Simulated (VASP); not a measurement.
## Cd15Te16 (a cell with a defect): relaxation of the atoms with PBE

Cd15Te16 (a cell with a defect):

```
Cd Te
1.0
     6.62228    6.62228    6.62228
    -6.62228   -6.62228    6.62228
     6.62228   -6.62228   -6.62228
Cd Te
15 16
Direct
  0.25000 0.00000 0.75000
  0.00000 0.50000 0.50000
  0.25000 0.25000 0.50000
  0.50000 0.00000 0.50000
  0.50000 0.75000 0.75000
  0.75000 0.50000 0.75000
  0.00000 0.00000 0.00000
  0.00000 0.75000 0.25000
  0.25000 0.50000 0.25000
  0.50000 0.25000 0.25000
  0.75000 0.00000 0.25000
  0.75000 0.75000 0.50000
  0.25000 0.75000 0.00000
  0.50000 0.50000 0.00000
  0.75000 0.25000 0.00000
  0.24166 0.24682 0.74990
  0.50000 0.00000 0.75000
  0.25000 0.50000 0.50000
  0.50000 0.25000 0.50000
  0.74480 0.99974 0.49176
  0.75000 0.75000 0.75000
  0.99220 0.49242 0.74537
  0.25000 0.00000 0.00000
  0.25000 0.75000 0.25000
  0.50000 0.50000 0.25000
  0.75000 0.25000 0.25000
  0.00000 0.00000 0.25000
  0.00000 0.75000 0.50000
  0.50000 0.75000 0.00000
  0.75000 0.50000 0.00000
  0.99919 0.25088 0.00217
```

```yaml
Program: VASP 6.6.1
Task: relaxation of the atoms
Functional: PBE
Potentials_or_basis: VASP PAW PBE potentials, release 64 (Cd, Te)
Cutoff: 450 eV
k_mesh: 2 × 2 × 2
Occupations: gaussian, width 0.01 eV
Spin: collinear spin, ferromagnetic start
Starting_moments: "[0.0, 0.0, 0.0, 0.0, 0.0, 0.0, 0.0, 0.0, 0.0, 0.0, 0.0, 0.0, 0.0, 0.0, 0.0, 0.25, 0.0, 0.0, 0.0, 0.25, 0.0, 0.25, 0.0, 0.0, 0.0, 0.0, 0.0, 0.0, 0.0, 0.0, 0.25] μB"
Monkhorst-Pack_mesh: yes
```

```json
{
 "Energy gained by relaxing": "8.1 meV/atom",
 "Ionic steps": "37",
 "Largest force after relaxing": "0.020 eV/Å",
 "Net moment": "1.00 μB per cell",
 "Site moments": "Cd +0.00; Te +0.08, +0.02, +0.09 μB",
 "Valence electrons inside the program's atomic spheres": "Cd 10.28, 10.27; Te 3.37, 3.40, 3.38"
}
```

Forces on the atoms (eV/Å):
```
Cd   0.000 -0.001 -0.007
Cd  -0.007  0.007 -0.003
Cd   0.005 -0.006 -0.007
Cd   0.001  0.000 -0.004
Cd   0.005  0.001 -0.006
Cd   0.003  0.004 -0.007
Cd  -0.001 -0.004  0.000
Cd   0.002  0.002 -0.002
Cd  -0.003  0.002  0.000
Cd   0.002  0.004 -0.008
Cd   0.004  0.006 -0.004
Cd   0.002  0.007 -0.002
Cd  -0.001  0.002 -0.005
Cd  -0.002  0.001  0.004
Cd  -0.011 -0.002  0.002
Te   0.001  0.001  0.017
Te  -0.005 -0.003  0.006
Te   0.011 -0.003 -0.017
Te   0.003 -0.001 -0.001
Te   0.005  0.001  0.001
Te   0.009 -0.001  0.003
Te  -0.009 -0.011 -0.005
Te   0.001  0.001  0.014
Te   0.004  0.003  0.013
Te   0.002  0.006  0.011
Te   0.003  0.000 -0.014
Te  -0.011 -0.015  0.005
Te   0.006 -0.015 -0.003
Te  -0.012  0.001  0.011
Te   0.002  0.003  0.009
Te  -0.008  0.010  0.000
```

The path:
| step | energy change (eV) | largest force (eV/Å) | pressure (GPa) |
| --- | --- | --- | --- |
| 1 | 0.0000 | 0.4659 | 0.42 |
| 2 | -0.0616 | 0.3087 | 0.40 |
| 3 | -0.1190 | 0.2056 | 0.33 |
| 4 | -0.0782 | 0.5640 | 0.49 |
| 5 | -0.1311 | 0.2458 | 0.35 |
| 6 | -0.1312 | 0.2526 | 0.35 |
| 7 | -0.1521 | 0.2797 | 0.34 |
| 8 | -0.1693 | 0.2245 | 0.44 |
| 9 | -0.1669 | 0.3413 | 0.47 |
| 10 | -0.1748 | 0.2843 | 0.46 |
| 11 | -0.1892 | 0.2424 | 0.40 |
| 12 | -0.2147 | 0.1738 | 0.27 |
| 13 | -0.2177 | 0.2737 | 0.16 |
| 14 | -0.2250 | 0.2012 | 0.19 |
| 15 | -0.2374 | 0.1493 | 0.17 |
| 16 | -0.2426 | 0.1530 | 0.17 |
| 17 | -0.2367 | 0.1510 | 0.17 |
| 18 | -0.2432 | 0.0954 | 0.17 |
| 19 | -0.2460 | 0.0758 | 0.16 |
| 20 | -0.2461 | 0.0730 | 0.16 |
| 21 | -0.2475 | 0.0599 | 0.13 |
| 22 | -0.2476 | 0.0594 | 0.13 |
| 23 | -0.2484 | 0.0643 | 0.12 |
| 24 | -0.2484 | 0.0586 | 0.12 |
| 25 | -0.2490 | 0.0530 | 0.15 |
| 26 | -0.2490 | 0.0541 | 0.14 |
| 27 | -0.2494 | 0.0943 | 0.16 |
| 28 | -0.2494 | 0.0407 | 0.15 |
| 29 | -0.2494 | 0.0816 | 0.15 |
| 30 | -0.2497 | 0.0563 | 0.13 |
| 31 | -0.2497 | 0.0359 | 0.14 |
| 32 | -0.2500 | 0.0488 | 0.12 |
| 33 | -0.2500 | 0.0402 | 0.12 |
| 34 | -0.2501 | 0.0448 | 0.14 |
| 35 | -0.2501 | 0.0318 | 0.14 |
| 36 | -0.2502 | 0.0334 | 0.13 |
| 37 | -0.2502 | 0.0202 | 0.13 |

Final structure:
```
Cd Te
1.0
     6.62228    6.62228    6.62228
    -6.62228   -6.62228    6.62228
     6.62228   -6.62228   -6.62228
Cd Te
15 16
Cartesian
  6.5702 -3.3687 -3.2243
  6.6754 -0.0893 6.5639
  3.3867 -3.3747 -0.0695
  0.0294 -6.5445 6.6706
  3.3085 -6.6285 3.3165
  6.6600 -3.2603 3.4046
  -0.0437 -0.0757 0.0566
  3.3037 0.0010 9.9237
  -0.0326 -3.2769 3.2303
  3.3174 0.0061 3.3048
  0.0300 -3.3556 9.8559
  3.2286 -3.3513 6.6746
  3.2254 -9.8692 -0.0664
  6.5620 -6.5368 -0.0702
  3.3772 3.3656 6.6834
  4.8311 -5.1037 -1.8069
  8.2670 -1.6570 -1.6324
  1.6604 -4.9785 1.6301
  4.9765 -1.6689 1.6459
  8.3693 1.5538 1.7589
  4.9595 -4.9718 4.9932
  8.3979 -1.5228 4.8239
  1.6415 -11.5776 1.6471
  -1.6631 -4.9468 4.9585
  1.6383 -1.6509 4.9581
  4.9792 1.6635 4.9789
  8.2710 4.9490 4.9636
  -1.6506 -8.2969 1.6552
  4.9608 -8.2718 1.6278
  8.2550 -4.9473 1.6513
  4.8691 -8.1782 -4.8492
```

Levels at points of the mesh, in eV from the Fermi level:
Spin up:
```tsv
k point	band 136	band 137	band 138	band 139	band 140	band 141	band 142	band 143
(0.25, 0.25, 0.25)	-0.21	-0.06	-0.06	-0.06	2.04	2.05	2.05	2.29
```
Spin down:
```tsv
k point	band 137	band 138	band 139	band 140	band 141	band 142
(0.25, 0.25, 0.25)	0.02	0.03	0.03	2.06	2.06	2.06
```

Core levels (eV, on the scale of the bands):
```csv
atom,levels
1 Cd,"1s -26514.2, 2s -3931.3, 2p -3526.6, 3s -728.2, 3p -595.5, 3d -387.9, 4s -100.4, 4p -61.4"
2 Cd,"1s -26514.2, 2s -3931.3, 2p -3526.6, 3s -728.2, 3p -595.5, 3d -387.9, 4s -100.4, 4p -61.4"
3 Cd,"1s -26514.2, 2s -3931.3, 2p -3526.6, 3s -728.2, 3p -595.5, 3d -387.9, 4s -100.4, 4p -61.4"
4 Cd,"1s -26514.2, 2s -3931.3, 2p -3526.6, 3s -728.2, 3p -595.5, 3d -387.9, 4s -100.4, 4p -61.4"
5 Cd,"1s -26514.2, 2s -3931.4, 2p -3526.6, 3s -728.3, 3p -595.5, 3d -388.0, 4s -100.4, 4p -61.5"
6 Cd,"1s -26514.2, 2s -3931.3, 2p -3526.6, 3s -728.2, 3p -595.5, 3d -387.9, 4s -100.4, 4p -61.4"
```

Wall time 2.4 h on 1 × NVIDIA H100 80GB with 1 thread of AMD EPYC 7R13 Processor (Zen 3), on a shared host, peak memory 1.9 GiB.

Caveat: the cell is charged against a uniform background, so pressure and absolute levels hang on convention. Spin-orbit coupling is left out, which matters for the levels of Te.
